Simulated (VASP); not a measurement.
# Y3Ge (I4/mmm) in VASP: a series of runs

Aim: see how the results for Y3Ge move with the level of theory and the settings. Levels: RPBE, revPBE, BLYP. Tasks: relaxation of cell and atoms.

Everything below comes from runs of VASP 6.6.1. Logs are shortened: lines on timing, memory, paths and dates and some standing lists are left out, and cuts for length are marked.

### 1 Starting point

The structure is tetragonal, space group I4/mmm (No. 139). The conventional cell has a = 4.531 Å, b = 4.531 Å, c = 10.394 Å, α = 90.00°, β = 90.00°, γ = 90.00°. Y (site symmetry 4/mmm) has 4 Ge at 3.20 Å and 8 Y at 3.45 Å as nearest neighbours. Y (site symmetry -4m2) has 8 Y at 3.20 to 3.45 Å and 4 Ge at 3.45 Å as nearest neighbours. Around Ge (site symmetry 4/mmm) lie 12 Y at 3.20 to 3.45 Å.

The cell comes from a database or a generator and needn't be the stable form of this composition.

### 2 Relaxation of cell and atoms, RPBE

INCAR

```
SYSTEM = Y3Ge
PREC = Accurate
ENCUT = 600
EDIFF = 1E-7
ISMEAR = -1
SIGMA = 0.05
LREAL = .FALSE.
LASPH = .TRUE.
NELM = 60
ALGO = Normal
ISIF = 3
LWAVE = .FALSE.
LCHARG = .FALSE.
GGA = RP
IBRION = 2
NSW = 40
EDIFFG = -0.01
```

KPOINTS

```
Automatic mesh
0
G
  6 6 6
  0 0 0
```

POSCAR

```
Y3Ge
1.0
   -2.2653940000      2.2653940000      5.1970200000
    2.2653940000     -2.2653940000      5.1970200000
    2.2653940000      2.2653940000     -5.1970200000
Y Ge
3 1
Direct
    0.5000000000      0.5000000000      0.0000000000
    0.2500000000      0.7500000000      0.5000000000
    0.7500000000      0.2500000000      0.5000000000
    0.0000000000      0.0000000000      0.0000000000
```

Potentials or basis: VASP PAW PBE potentials, release 64 (Y_sv, Ge_d).

Command:

```
cat potpaw_PBE.64/Y_sv/POTCAR potpaw_PBE.64/Ge_d/POTCAR > POTCAR
mpirun -np 1 vasp_std > vasp.out
```

OUTCAR:

```text
SYSTEM = Y3Ge
   PREC = Accurate
   ENCUT = 600
   EDIFF = 1E-7
   ISMEAR = -1
   LREAL = .FALSE.
   LASPH = .TRUE.
   NELM = 60
   ISIF = 3
   GGA = RP
   IBRION = 2
   NSW = 40
   EDIFFG = -0.01

 ion  position               nearest neighbor table
   1  0.500  0.500  0.000-   4 3.20   4 3.20   4 3.20   4 3.20   2 3.45   2 3.45   3 3.45   3 3.45
                             3 3.45   2 3.45   3 3.45   2 3.45
   2  0.250  0.750  0.500-   3 3.20   3 3.20   3 3.20   3 3.20   4 3.45   4 3.45   1 3.45   1 3.45
                             4 3.45   1 3.45   4 3.45   1 3.45
   3  0.750  0.250  0.500-   2 3.20   2 3.20   2 3.20   2 3.20   1 3.45   1 3.45   4 3.45   4 3.45
                             4 3.45   1 3.45   4 3.45   1 3.45
   4  0.000  0.000  0.000-   1 3.20   1 3.20   1 3.20   1 3.20   3 3.45   3 3.45   2 3.45   2 3.45
                             3 3.45   2 3.45   3 3.45   2 3.45

  LATTYP: Found a body centered tetragonal cell.
 ALAT       =     4.5307880000
 C/A-ratio  =     2.2940910058

  Lattice vectors:

 A1 = (  -2.2653940000,   2.2653940000,   5.1970200000)
 A2 = (   2.2653940000,  -2.2653940000,   5.1970200000)
 A3 = (   2.2653940000,   2.2653940000,  -5.1970200000)

Analysis of symmetry for initial positions (statically):
=====================================================================
 Subroutine PRICEL returns:
 Original cell was already a primitive cell.

 Routine SETGRP: Setting up the symmetry group for a
 body centered tetragonal supercell.

 Subroutine GETGRP returns: Found 16 space group operations
 (whereof 16 operations were pure point group operations)
 out of a pool of 16 trial point group operations.

The static configuration has the point symmetry D_4h.

Analysis of symmetry for dynamics (positions and initial velocities):
=====================================================================
 Subroutine PRICEL returns:
 Original cell was already a primitive cell.

 Routine SETGRP: Setting up the symmetry group for a
 body centered tetragonal supercell.

 Subroutine GETGRP returns: Found 16 space group operations
 (whereof 16 operations were pure point group operations)
 out of a pool of 16 trial point group operations.

The dynamic configuration has the point symmetry D_4h.

 Subroutine INISYM returns: Found 16 space group operations
 (whereof 16 operations are pure point group operations),
 and found     1 'primitive' translations

----------------------------------------------------------------------------------------

                                     Primitive cell

  volume of cell :     106.6846

  direct lattice vectors                    reciprocal lattice vectors
    -2.265394000  2.265394000  5.197020000     0.000000000  0.220712159  0.096208981
     2.265394000 -2.265394000  5.197020000     0.220712159  0.000000000  0.096208981
     2.265394000  2.265394000 -5.197020000     0.220712159  0.220712159  0.000000000

  length of vectors
     6.105164767  6.105164767  6.105164767     0.240769651  0.240769651  0.312134128

  position of ions in fractional coordinates (direct lattice)
     0.500000000  0.500000000  0.000000000
     0.250000000  0.750000000  0.500000000
     0.750000000  0.250000000  0.500000000
     0.000000000  0.000000000  0.000000000

  ion indices of the primitive-cell ions
   primitive index   ion index
                 1           1
                 2           2
                 3           3
                 4           4

----------------------------------------------------------------------------------------

 KPOINTS: Automatic mesh

Automatic generation of k-mesh.
 Grid dimensions read from file:
 generate k-points for:    6    6    6

 Generating k-lattice:

  Cartesian coordinates                     Fractional coordinates (reciprocal lattice)
     0.000000000  0.036785360  0.016034830     0.166666667  0.000000000  0.000000000
     0.036785360  0.000000000  0.016034830     0.000000000  0.166666667  0.000000000
     0.036785360  0.036785360  0.000000000     0.000000000  0.000000000  0.166666667

  Length of vectors
     0.040128275  0.040128275  0.052022355

  Shift w.r.t. Gamma in fractional coordinates (k-lattice)
     0.000000000  0.000000000  0.000000000

 Subroutine IBZKPT returns following result:
 ===========================================

 Found     30 irreducible k-points:

 Following reciprocal coordinates:
            Coordinates               Weight
  0.000000  0.000000  0.000000      1.000000
  0.166667 -0.000000  0.000000      8.000000
  0.333333  0.000000 -0.000000      8.000000
  0.500000  0.000000  0.000000      4.000000
  0.166667  0.166667  0.000000      8.000000
  0.333333  0.166667  0.000000     16.000000
[... 16 lines left out ...]
 -0.333333 -0.333333  0.166667      8.000000
 -0.166667 -0.333333  0.166667      8.000000
 [... further k-points ...]
   k-points           NKPTS =     30   k-points in BZ     NKDIM =     30   number of bands    NBANDS=     28
   number of dos      NEDOS =    301   number of ions     NIONS =      4
   total plane-waves  NPLWV = 125000
   dimension x,y,z NGX =    50 NGY =   50 NGZ =   50
   dimension x,y,z NGXF=   100 NGYF=  100 NGZF=  100
   ions per type =               3   1
   NGX,Y,Z   is equivalent  to a cutoff of  13.62, 13.62, 13.62 a.u.
   NGXF,Y,Z  is equivalent  to a cutoff of  27.23, 27.23, 27.23 a.u.
 SYSTEM =  Y3Ge
   PREC   = accura    normal or accurate (medium, high low for compatibility)
   ISTART =      0    job   : 0-new  1-cont  2-samecut
   ICHARG =      2    charge: 1-file 2-atom 10-const
   ISPIN  =      1    spin polarized calculation?
   LNONCOLLINEAR =      F non collinear calculations
   LSORBIT =      F    spin-orbit coupling
   LASPH  =      T    aspherical Exc in radial PAW
   ENCUT  =  600.0 eV  44.10 Ry    6.64 a.u.  12.19 12.19 12.19*2*pi/ulx,y,z
   NELM   =     60;   NELMIN=  2; NELMDL= -5     # of ELM steps
   EDIFF  = 0.1E-06   stopping-criterion for ELM
   LREAL  =      F    real-space projection
   EDIFFG = -.1E-01   stopping-criterion for IOM
   NSW    =     40    number of steps for IOM
   IBRION =      2    ionic relax: 0-MD 1-quasi-New 2-CG
   NFREE  =      1    steps in history (QN), initial steepest desc. (CG)
   ISIF   =      3    stress and relaxation
   ISYM   =      2    0-nonsym 1-usesym 2-fastsym
   POTIM  = 0.5000    time-step for ionic-motion
   TEBEG  =    0.0;   TEEND  =   0.0 temperature during run
   PSTRESS=    0.0 pullay stress
   NELECT =      47.0000    total number of electrons
   NUPDOWN=      -1.0000    fix difference up-down
   EMIN   =  10.00;   EMAX   =-10.00  energy-range for DOS
   EFERMI =   0.00;   METHOD = LEGACY
   ISMEAR =    -1;   SIGMA  =   0.05  broadening in eV -4-tet -1-fermi 0-gaus
   EFERMI_NEDOS =   21; number of points for ismear=-14 and -15
   IALGO  =     38    algorithm
   IMIX   =      4    mixing-type and parameters
     AMIX     =   0.40;   BMIX     =  1.00
     AMIX_MAG =   1.60;   BMIX_MAG =  1.00
  volume/ion in A,a.u.               =      26.67       179.99
  Fermi-wavevector in a.u.,A,eV,Ry     =   1.245681  2.353996 21.112447  1.551721
  Thomas-Fermi vector in A             =   2.379892
   LORBIT       =      0    0 simple, 1 ext, 2 COOP (PROOUT), +10 PAW based schemes
   GGA     = RP    functional components
   LHFCALC =     F    Hartree Fock is set to
   AEXX    =    0.0000 exact exchange contribution
   IVDW    =     0    specifies the selected vdW correction
   LEPSILON=     F    determine dielectric tensor
   LRPA    =     F    only Hartree local field effects (RPA)
 conjugate gradient relaxation of ions
 non-spin polarized calculation
  energy-cutoff  :      600.00
  volume of cell :      106.68
 maximum number of plane-waves:      3608
 NGX is ok and might be reduce to    50
   NGX = 25   NGY = 25   NGZ = 25

--------------------------------------- Ionic step        1  -------------------------------------------

 number of electron      46.9999998 magnetization

 Free energy of the ion-electron system (eV)
  ---------------------------------------------------
  ext. energy  EPLUGINS =         0.00000000
  ---------------------------------------------------
  free energy    TOTEN  =       -23.58502225 eV

  energy without entropy =      -23.54840689  energy(sigma->0) =      -23.56671457

 E-fermi :   4.2630     XC(G=0): -10.0180

 val. band max:        4.2570505823   @ k =   0.1667   0.1667   0.0000
 cond. band min:       4.2762921180   @ k =   0.1667   0.1667   0.0000
 fundamental gap:      0.0192415357
 Fermi energy:         4.2629855072

 k-point     1 :       0.0000    0.0000    0.0000
  band No.  band energies     occupation
      1     -38.4507      2.00000
      2     -38.3415      2.00000
      3     -38.2566      2.00000
      4     -19.7977      2.00000
      5     -19.7912      2.00000
      6     -19.7912      2.00000
[... 20 lines left out ...]
     27       5.5231      0.00000
[... 850 lines left out ...]
 POSITION                                       TOTAL-FORCE (eV/Angst)
 -----------------------------------------------------------------------------------
      2.28744      2.28744      0.00000        -0.000000      0.000000      0.000000
      2.28744      0.00000      2.62597        -0.000000      0.000000     -0.000000
      0.00000      2.28744      2.62597         0.000000     -0.000000      0.000000
      0.00000      4.57488      0.00000        -0.000000      0.000000      0.000000
 -----------------------------------------------------------------------------------
    total drift:                                0.000000      0.000000     -0.000000

  FREE ENERGIE OF THE ION-ELECTRON SYSTEM (eV)
  ---------------------------------------------------
  free  energy   TOTEN  =       -23.5997800740 eV

  energy  without entropy=      -23.5630187541  energy(sigma->0) =      -23.58139941

--------------------------------------- Ionic step        5  -------------------------------------------

 number of electron      46.9999996 magnetization

 Free energy of the ion-electron system (eV)
  ---------------------------------------------------
  ext. energy  EPLUGINS =         0.00000000
  ---------------------------------------------------
  free energy    TOTEN  =       -23.59980706 eV

  energy without entropy =      -23.56308584  energy(sigma->0) =      -23.58144645

 E-fermi :   4.0880     XC(G=0):  -9.8903

 val. band max:        4.0805265951   @ k =   0.1667   0.1667   0.0000
 cond. band min:       4.0917931845   @ k =  -0.3333   0.1667  -0.0000
 fundamental gap:      0.0112665894
 Fermi energy:         4.0879875733

 k-point     1 :       0.0000    0.0000    0.0000
  band No.  band energies     occupation
      1     -38.7024      2.00000
      2     -38.6109      2.00000
      3     -38.5258      2.00000
      4     -19.9850      2.00000
      5     -19.9777      2.00000
      6     -19.9777      2.00000
[... 20 lines left out ...]
     27       5.3120      0.00000
[... 736 lines left out ...]
 POSITION                                       TOTAL-FORCE (eV/Angst)
 -----------------------------------------------------------------------------------
      0.00000      0.00000      5.25694        -0.000000      0.000000      0.000000
      2.28653      0.00000      2.62847         0.000000     -0.000000     -0.000000
      0.00000      2.28653      2.62847         0.000000     -0.000000      0.000000
      0.00000     -0.00000      0.00000        -0.000000      0.000000      0.000000
 -----------------------------------------------------------------------------------
    total drift:                               -0.000000      0.000000     -0.000000

  FREE ENERGIE OF THE ION-ELECTRON SYSTEM (eV)
  ---------------------------------------------------
  free  energy   TOTEN  =       -23.5998070599 eV

  energy  without entropy=      -23.5630858368  energy(sigma->0) =      -23.58144645

 reached required accuracy - stopping structural energy minimisation
```

It took 7.1 min on 1 thread of Intel Xeon 6975P-C (Granite Rapids), shared host; peak memory 0.46 GiB.

What came out:

```yaml
Free_energy: -23.5998 eV
Relaxed_volume: 27.48 Å³/atom
Relaxed_cell: a = 6.172 Å, b = 6.172 Å, c = 6.172 Å, α = 136.51°, β = 136.51°, γ = 63.19°
Space_group_after_relaxing_to_0.05_Å: I4/mmm (No. 139)
Energy_gained_by_relaxing: 3.7 meV/atom
Ionic_steps: 5
Pressure_after_relaxing: 0.0 GPa
Band_gap_on_the_k_mesh: none (metal or under the smearing width)
```

The path:
```
step  energy change (eV)  largest force (eV/Å)  pressure (GPa)  volume (Å³)
   1              0.0000                0.0000            1.49       106.68
   2             -0.0141                0.0000           -0.28       110.56
   3             -0.0147                0.0000            0.00       109.90
   4             -0.0148                0.0000            0.00       109.92
   5             -0.0148                0.0000            0.00       109.94
```

Final structure:
```
CELL_PARAMETERS angstrom
-2.28653 2.28653 5.25694
2.28653 -2.28653 5.25694
2.28653 2.28653 -5.25694
ATOMIC_POSITIONS crystal
Y 0.50000 0.50000 0.00000
Y 0.25000 0.75000 0.50000
Y 0.75000 0.25000 0.50000
Ge 0.00000 0.00000 0.00000
```

Caveat: the PAW data sets were made with another functional, which shifts forces and pressure a little.

(Continued in part 2 of 2.)
